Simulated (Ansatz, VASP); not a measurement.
**Cross-check of AsN (honeycomb AsN, 1 layer) between VASP and Ansatz**

Wanted: the spread between two codes on one cell, functional and k mesh. The structure shown is the start of the Ansatz relaxation below; VASP solves that cell, so the two are compared at the walk's first step.

Calculated with Ansatz 0.2.0; plane waves, with VASP 6.6.1 beside it; single point at PBE.

## 1. Starting point

The cell holds 2 atoms: 1 N and 1 As. Cell: a = 2.980 Å, b = 2.980 Å, c = 15.970 Å, α = 90.0°, β = 90.0°, γ = 120.0°. Vacuum lies along c.

## 2. Ansatz: relaxation, PBE

Ansatz runs on its default PAW (the set named soft_2) files.

The two programs are compared at the cell with which this relaxation starts, whose forces are those of its first step.

The input, input.yaml:

```yaml
crystal:
  lattice:
    - [2.98, 0.0, 0.0]
    - [-1.49, 2.5807557033, 0.0]
    - [0.0, 0.0, 15.97]
  atoms:
    - { symbol: "N", position: [0.6666666667, 0.3333333333, 0.4696305573] }
    - { symbol: As, position: [0.3333333333, 0.6666666667, 0.5303694427] }
kpoints:
  mp_grid: { grid: [12, 12, 1] }
hamiltonian:
  xc: pbe
scf:
  occupations: { method: fermi_dirac, width: 0.05 }
  convergence: { dr2_threshold: 1.0e-08 }
efield:
  axis: 3
  dipole_correction: true
  ramp_position: 0.97
  ramp_width: 0.04
relax:
  f_tol: 0.01
  cell: { fix: [c, alpha, beta] }
output:
  write_potential: true
  write_density: true
  volumetric_format: npy
```

Launch:

```
$ ansatz run input.yaml --threads 2 --pin off --max-ram 4096MiB --backend cpu --events-out ev --progress --plain --runs-dir out
```

Numbers of over 12 decimals in the logs are rounded to 6 here.

Log:

```text
Warning: relax.cell: scf.convergence.dr2_threshold = 1e-8 eV is looser than the 2e-10 eV advised for a relaxation that steers and ends on the stress (1e-10 eV for each atom of the cell: 2). What an SCF threshold leaves in a stress goes as its square root, and in the free energy as the threshold itself, and one threshold admits the most on a small cell: [figures from the program's tests cut] Set scf.convergence.dr2_threshold to 2e-10 eV or tighter. The threshold is an SCF's pass mark: one that does not reach it within its budget of iterations ends unconverged, or closes short of it on a stop that the run arms, and scf.convergence.dr2_threshold's page says what that costs each kind of run
Engine: ansatz 0.2.0, aarch64-unknown-linux-gnu
Pseudopotentials: kind: paw
Pseudopotential: N, paw, valence charge 5, recommended cutoff 420 eV (normal), N.paw.azcp
Pseudopotential: As, paw, valence charge 15, recommended cutoff 420 eV (normal), As.paw.azcp
Functional definition: PBE
  parameter kappa = 0.804
  parameter beta = 0.066725
  exchange = pbe_x(kappa = kappa, mu = beta*pi^2/3)
  correlation = pbe_c(beta = beta)
Crystal: 2 atoms, lattice volume = 122.820 Å³
Basis set: ecut = 420 eV, 2333 PW (Γ), exchange–correlation on 40×40×216 points (8 copies of the dense FFT grid, shifted against one another)
Bands: 14, of which v1, the nominal top of the filled ones, is band 10 counted from 1 (9 counted from 0)
Symmetry: 6 space group operations
Space group: P3m1 (ITA 156), of the structure as read, at distance tolerance 5.0e-5 Å
k-points: 19 of 144 (time reversal used)
Non-local potential: N, projectors of the file, l = 0: 2, l = 1: 2, l = 2: 1
Non-local potential: As, projectors of the file, l = 0: 2, l = 1: 2, l = 2: 3, l = 3: 1
PAW form: soft (Blöchl's): semilocal exchange-correlation on the pseudo side does not see the compensation charge
PAW one-centre angular grid: N, 110 points (default); XC on 64 Gauss nodes
PAW one-centre angular grid: As, 590 points (default); XC on 64 Gauss nodes
Initial density: superposition of atomic densities (neutral atoms: chi_scale 0, normalization atom), corrected by the library's trained network
Initial wavefunctions: pseudopotential atomic-orbital guess
Functional: x = pbe(κ = 0.804, μ = 0.219515), c = pbe(β = 0.066725)
SCF iter   1: F=—  HF=-5238.853889 eV  |F-HF|=—  |Δ(HF+E_count)|=         —  Δρ=3.03e-3  dr2=1.14e-2  ethr=1.77e-3  p=0.061 e·Å  D=8.92e-2 V/Å  ΔV_dip=-1.42 eV  dr2_dipole=3.86e-4  V_vac-E_F(+/−)=4.80/6.22 eV  ⟨swp⟩=7.1  Hψ=1714  notcnv=0
efield: sawtooth ramp at fractional position 0.9700 (set: `efield.ramp_position`, or a place that a band, a saddle search or an elastic batch's reference lends), width 0.0400; the density the first Hamiltonian is built on has a dipole p = 0.061 e·Å; the dipole correction subtracts the counter field D = 8.92e-2 V/Å, which shifts the + side's vacuum level by -1.42 eV against the − side's; the planar-averaged density in the ramp window peaks in size at 4.6e-5 e/Å³
preconditioner: auto → none  [insulator: Δε(μ)=2.063 eV  Ē_g=12.217 eV  σ=0.050 eV  W_gap=1.00  n_scr=10 (ndim 8)  ℏωp=10.6 eV  f_vac=0.719  D(μ)=0.00/eV (n_scr^D=0)  ε∞_Penn≈1.8]
SCF iter   2: F=—  HF=-5238.853674 eV  |F-HF|=—  |Δ(HF+E_count)|=   2.15e-4  Δρ=1.33e-3  dr2=2.52e-3  ethr=5.72e-5  p=0.072 e·Å  D=1.06e-1 V/Å  ΔV_dip=-1.69 eV  dr2_dipole=5.32e-4  V_vac-E_F(+/−)=4.80/6.50 eV  ⟨swp⟩=2.1  Hψ=580  notcnv=0
SCF iter   3: F=—  HF=-5238.855056 eV  |F-HF|=—  |Δ(HF+E_count)|=   1.38e-3  Δρ=1.47e-3  dr2=7.38e-3  ethr=1.26e-5  p=0.083 e·Å  D=1.23e-1 V/Å  ΔV_dip=-1.96 eV  dr2_dipole=7.59e-4  V_vac-E_F(+/−)=4.62/6.58 eV  ⟨swp⟩=2.0  Hψ=420  notcnv=0  recentre
SCF iter   4: F=—  HF=-5238.854099 eV  |F-HF|=—  |Δ(HF+E_count)|=   9.57e-4  Δρ=4.32e-4  dr2=1.99e-4  ethr=1.26e-5  p=0.078 e·Å  D=1.15e-1 V/Å  ΔV_dip=-1.84 eV  dr2_dipole=5.98e-5  V_vac-E_F(+/−)=4.71/6.55 eV  ⟨swp⟩=2.0  Hψ=388  notcnv=0
SCF iter   5: F=—  HF=-5238.854304 eV  |F-HF|=—  |Δ(HF+E_count)|=   2.06e-4  Δρ=7.09e-5  dr2=4.25e-6  ethr=9.93e-7  p=0.083 e·Å  D=1.22e-1 V/Å  ΔV_dip=-1.95 eV  dr2_dipole=5.01e-8  V_vac-E_F(+/−)=4.65/6.59 eV  ⟨swp⟩=2.2  Hψ=394  notcnv=0
SCF iter   6: F=—  HF=-5238.854327 eV  |F-HF|=—  |Δ(HF+E_count)|=   2.27e-5  Δρ=2.23e-5  dr2=4.14e-7  ethr=2.13e-8  p=0.083 e·Å  D=1.22e-1 V/Å  ΔV_dip=-1.95 eV  dr2_dipole=1.20e-8  V_vac-E_F(+/−)=4.64/6.60 eV  ⟨swp⟩=2.1  Hψ=366  notcnv=0
SCF iter   7: F=-5238.854328 eV  HF=-5238.854328 eV  |F-HF|=7.73e-9  |Δ(HF+E_count)|=   1.02e-6  Δρ=3.11e-6  dr2=7.05e-9  ethr=5.00e-11  p=0.083 e·Å  D=1.22e-1 V/Å  ΔV_dip=-1.96 eV  dr2_dipole=1.58e-10  V_vac-E_F(+/−)=4.64/6.60 eV  ⟨swp⟩=8.6  Hψ=1868  notcnv=0
[...]
SCF iter   5: F=—  HF=-5238.860555 eV  |F-HF|=—  |Δ(HF+E_count)|=   1.04e-5  Δρ=1.40e-5  dr2=1.63e-7  ethr=2.52e-8  p=0.078 e·Å  D=1.17e-1 V/Å  ΔV_dip=-1.86 eV  dr2_dipole=1.43e-9  V_vac-E_F(+/−)=4.68/6.54 eV  ⟨swp⟩=2.2  Hψ=364  notcnv=0
SCF iter   6: F=—  HF=-5238.860555 eV  |F-HF|=—  |Δ(HF+E_count)|=   1.46e-8  Δρ=6.28e-6  dr2=1.95e-8  ethr=8.14e-10  p=0.078 e·Å  D=1.17e-1 V/Å  ΔV_dip=-1.86 eV  dr2_dipole=1.70e-10  V_vac-E_F(+/−)=4.68/6.54 eV  ⟨swp⟩=2.1  Hψ=361  notcnv=0
SCF iter   7: F=-5238.860555 eV  HF=-5238.860555 eV  |F-HF|=1.23e-9  |Δ(HF+E_count)|=   1.71e-9  Δρ=7.74e-7  dr2=1.18e-9  ethr=5.00e-11  p=0.078 e·Å  D=1.17e-1 V/Å  ΔV_dip=-1.86 eV  dr2_dipole=2.31e-12  V_vac-E_F(+/−)=4.68/6.54 eV  ⟨swp⟩=9.1  Hψ=1554  notcnv=0
SCF 3 converged in 7 iterations: F = -5238.860555 eV  dr2 = 1.18e-9
relax step   3: F+E_penalty+E_count = -5238.86055539 eV  Δ(F+E_penalty+E_count) = -1.899e-3 eV  max|allowed force component| = 5.329e-3 eV/Å  Δτ_max = 0.0019 Å  P = +0.002 GPa  Ω = 121.681 Å³  energy of the carried Pulay correction = +5.551e-4 eV  fix = [c, alpha, beta]  reactions: c +0.003 GPa  (7 SCF iters, accepted)
Initial wavefunctions: pseudopotential atomic-orbital guess (no wavefunctions were taken with the density)
iter 1 solved again at ethr=8.30e-7 eV; its pass at ethr=3.10e-3 eV (dr2=1.66e-4 eV) is discarded
SCF iter   1: F=—  HF=-5238.860039 eV  |F-HF|=—  |Δ(HF+E_count)|=         —  Δρ=2.10e-5  dr2=1.03e-7  ethr=8.30e-7  p=0.078 e·Å  D=1.17e-1 V/Å  ΔV_dip=-1.86 eV  dr2_dipole=9.42e-10  V_vac-E_F(+/−)=4.68/6.54 eV  ⟨swp⟩=4.1  Hψ=2461  notcnv=0
efield: sawtooth ramp at fractional position 0.9700 (set: `efield.ramp_position`, or a place that a band, a saddle search or an elastic batch's reference lends), width 0.0400; the density the first Hamiltonian is built on has a dipole p = 0.078 e·Å; the dipole correction subtracts the counter field D = 1.17e-1 V/Å, which shifts the + side's vacuum level by -1.86 eV against the − side's; the planar-averaged density in the ramp window peaks in size at 4.3e-7 e/Å³
eigensolver tolerance schedule: the retry pair's looser diagonalisation over-reported the residual by 1608.66 of it (diagonalisation noise at 0.76 of the residual, at the tolerance the schedule requests for it); recorded, not acted on — ethr = c·dr2/N_el stays at c = 1.0e-1
preconditioner: auto → none  [insulator: Δε(μ)=1.997 eV  Ē_g=12.444 eV  σ=0.050 eV  W_gap=1.00  n_scr=10 (ndim 8)  ℏωp=10.6 eV  f_vac=0.716  D(μ)=0.00/eV (n_scr^D=0)  ε∞_Penn≈1.7]
SCF iter   2: F=—  HF=-5238.860048 eV  |F-HF|=—  |Δ(HF+E_count)|=   8.18e-6  Δρ=1.28e-5  dr2=2.18e-7  ethr=5.16e-10  p=0.078 e·Å  D=1.17e-1 V/Å  ΔV_dip=-1.86 eV  dr2_dipole=2.24e-8  V_vac-E_F(+/−)=4.68/6.54 eV  ⟨swp⟩=3.5  Hψ=555  notcnv=0
SCF iter   3: F=—  HF=-5238.860048 eV  |F-HF|=—  |Δ(HF+E_count)|=   2.90e-8  Δρ=9.78e-6  dr2=1.81e-7  ethr=5.16e-10  p=0.078 e·Å  D=1.17e-1 V/Å  ΔV_dip=-1.86 eV  dr2_dipole=3.01e-8  V_vac-E_F(+/−)=4.68/6.54 eV  ⟨swp⟩=2.1  Hψ=349  notcnv=0
SCF iter   4: F=-5238.860048 eV  HF=-5238.860048 eV  |F-HF|=1.72e-9  |Δ(HF+E_count)|=   6.28e-9  Δρ=3.44e-6  dr2=5.55e-9  ethr=5.00e-11  p=0.078 e·Å  D=1.17e-1 V/Å  ΔV_dip=-1.86 eV  dr2_dipole=5.29e-10  V_vac-E_F(+/−)=4.68/6.54 eV  ⟨swp⟩=9.7  Hψ=1946  notcnv=0
SCF 4 converged in 4 iterations: F = -5238.860048 eV  dr2 = 5.55e-9
relax step   4: F+E_penalty+E_count = -5238.86004756 eV  Δ(F+E_penalty+E_count) = +5.078e-4 eV  max|allowed force component| = 5.341e-3 eV/Å  Δτ_max = 0.0000 Å  P = -0.005 GPa  Ω = 121.681 Å³  fix = [c, alpha, beta]  reactions: c +0.007 GPa  stress off target by 1.10e-2 GPa on what of the cell is left free  SCF on the basis re-selected at this cell (its energy is not comparable with the rows above)  (4 SCF iters)
basis re-selected at this cell: Δ(F+E_penalty+E_count) = +5.078e-4 eV, ΔP = -0.007 GPa vs the last step (what re-selecting the basis moved, of the pressure what is left beyond the Pulay correction that the steps carried, after the strain that the cell walked since its last selection, with what the two solves' SCF thresholds leave and, on support functions, any second-order correction that the steps lacked; it is no m [...]
WARN: The output density's exchange-correlation potential varies sharply where the density is thin. Do not read a vacuum level from v_tot or v_xc, or from such a field of the output density. On a cell that repeats whose density bears no net charge and no dipole along the vacuum's axis use v_es (v_loc + v_h of the components); under efield.dipole_correction with no amplitude use v_es + v_field, which holds any externa [...]
SCF converged after 4 iterations
Free energy (F): -5238.860048 eV
Harris-Foulkes:  -5238.860048 eV  (|F-HF|=1.72e-9)
Internal energy: -5238.860048 eV  (E = F + TS)
E sigma→0 (E₀):  -5238.860048 eV
Fermi energy:    -1.982183 eV
Dipole field:    D = 0.116650 V/Å  (p = 0.078441 e·Å, saw-weighted, corrected)
Work function:   Φ+ = 4.6780 eV   Φ− = 6.5409 eV
Levels:          The Fermi level and band energies are counted from a zero that moves with the ramp; work functions are not
--- Per-component energies (eV) ---
  E_band       = -481.869675
  E_kinetic    = 229.924563
  E_local      = -11099.749153  (includes V_loc(G=0)·N_el)
  E_nonlocal   = -623.003725
  E_hartree    = 5476.861437
  E_xc         = -138.262877
  E_vxc        = -154.182748  (∫ρ·V_xc dr)
  E_paw        = -1962.596983  (= ΣΔE_a)
  E_vpaw       = 212.335647  (= ΣTr[D̂ρ^β])
  E_aug_tail   = 0.000094  (compensation charges beyond the density's cutoff)
  E_efield     = 0.004575  (sawtooth field / dipole correction)
  E_vefield    = -0.917474  (∫n·V_field dr)
  E_ewald      = 2877.962022
  E_smearing   = -0.000000  (= −TS)
  E_closure    = -0.000000  (closes the sum)
  Σ components = -5238.860048   (vs F -5238.860048, Δ=0.00e0)
--- Forces (eV/Å), atoms counted from 1 ---
  atom   1  N     -0.00000000    -0.00000000    -0.00536841
  atom   2  As     0.00000000    -0.00000000     0.00531373
  max |Σ_I F_I| component: 5.47e-5 eV/Å
--- Stress (GPa, compression-positive) ---
       -0.010989      -0.000000      -0.000000
       -0.000000      -0.010989      -0.000000
       -0.000000      -0.000000       0.006640
  P = ⅓ Tr σ = -0.0051 GPa (-0.051 kbar)
--- Band table (eV; the first three rows and the last of 19) ---
  k-point 0: bands = [... 6 lower, -10.6615, -4.5360, -4.5360, -3.3988, -0.4039, 2.4499, 3.4155, 3.4155]
  k-point 1: bands = [... 6 lower, -10.6016, -5.2803, -4.6967, -3.2871, 0.1143, 2.6022, 2.9269, 3.5529]
  k-point 2: bands = [... 6 lower, -10.5078, -6.6385, -5.0978, -3.1259, 0.7027, 2.1220, 3.2086, 3.8413]
  k-point 18: bands = [... 6 lower, -13.2663, -9.5247, -5.3619, -4.3152, -0.2509, 2.2808, 4.6862, 8.4321]
--- Relaxed structure (3 steps of the walk, 3 accepted, 1 SCFs on fresh bases) ---
  F+E_penalty+E_count = -5238.86004756 eV   max|allowed force component| = 5.341e-3 eV/Å   (the final SCF, on the basis selected at the relaxed cell)
  cell:  # Å, volume = 121.6808 Å³
    - [2.966151, 0, 0]
    - [-1.483076, 2.568762, 0]
    - [0, 0, 15.97]
  atoms:
    - { symbol: N, position: [0.666667, 0.333333, 0.470259] }
    - { symbol: As, position: [0.333333, 0.666667, 0.529741] }
```

(Part 1 of 2 ends here.)

[Lines on the potential files, build, host, timing and source positions are cut from VASP's logs without a mark.]

[Logs are printed without paths, hosts, clocks, repeated set-up lines and the standing remarks that a program may print on its own settings, such as how far it seeks lower states.]

[Hosts, paths, dates, database ids (printed as entryN), source tags and the programs' standing remarks are cut or masked in the printed files.]
